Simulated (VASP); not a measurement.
An input for Quantum ESPRESSO's pw.x (written as the equivalent of a VASP run, and not itself run):

```
&CONTROL
  calculation = 'vc-relax'
  pseudo_dir = './pseudo'
  outdir = './out'
  tprnfor = .true.
  tstress = .true.
  nstep = 60
  forc_conv_thr = 0.00078
/
&SYSTEM
  ibrav = 0
  nat = 4
  ntyp = 2
  ecutwfc = 98
  occupations = 'smearing'
  smearing = 'methfessel-paxton'
  degauss = 0.00735
  input_dft = 'vdw-df-obk8'
/
&ELECTRONS
  conv_thr = 7.3e-08
  electron_maxstep = 100
/
&IONS
/
&CELL
/
ATOMIC_SPECIES
  Si 28.085 Si.upf
  Ni 58.693 Ni.upf
CELL_PARAMETERS angstrom
     3.4628876    0.0000000   -0.0000000
    -0.0000000    3.4628876   -0.0000000
     0.0000000    0.0000000    3.4628876
ATOMIC_POSITIONS crystal
  Si   0.0000000  0.0000000  0.0000000
  Ni   0.0000000  0.5000000  0.5000000
  Ni   0.5000000  0.0000000  0.5000000
  Ni   0.5000000  0.5000000  0.0000000
K_POINTS automatic
  8 8 8 0 0 0
```

Question: Write the VASP files for the same calculation (optB88-vdW).

Answer: This is not unique; one that fits is 
File POSCAR:
```
Ni3Si
1.0
  3.4628876297   0.0000000000   0.0000000000
  0.0000000000   3.4628876297   0.0000000000
  0.0000000000   0.0000000000   3.4628876297
Si Ni
1 3
Cart
  0.0000000000   0.0000000000   0.0000000000
  0.0000000000   1.7314438148   1.7314438148
  1.7314438148   0.0000000000   1.7314438148
  1.7314438148   1.7314438148   0.0000000000
```

KPOINTS:
```
Automatic mesh
0
Gamma
8 8 8
0 0 0
```

**INCAR**
```
! general
SYSTEM  =Ni3Si
PREC    =Accurate
ENCUT   =520
LREAL   =F
LASPH   =T

! electronic loop
EDIFF   =1E-6
NELM    =100
ALGO    =Normal
LMAXMIX =4

! smearing
ISMEAR  =1
SIGMA   =0.1

! functional
GGA     =BO
LUSE_VDW=T
AGGAC   =0.0
PARAM1  =0.1833333333
PARAM2  =0.22

! ions
IBRION  =2
NSW     =60
ISIF    =3
EDIFFG  =-0.02

! output
LWAVE   =F
LCHARG  =F
```

POTCAR, in this order: Si Ni (PBE.64 set). Program: vasp_std.

Limits of the translation: the potentials are each code's own (VASP's PAW set, PseudoDojo norm-conserving files in pw.x), so ENCUT and ecutwfc are chosen apart and not converted; conv_thr bounds pw.x's estimated SCF error, while EDIFF bounds the energy change between steps; forc_conv_thr acts on force components and is met together with etot_conv_thr.

The compound is Ni3Si in the L1_2 structure. This run relaxes it. Symmetry was kept, so distortions that lower it aren't found. The start is the result of an earlier pass.
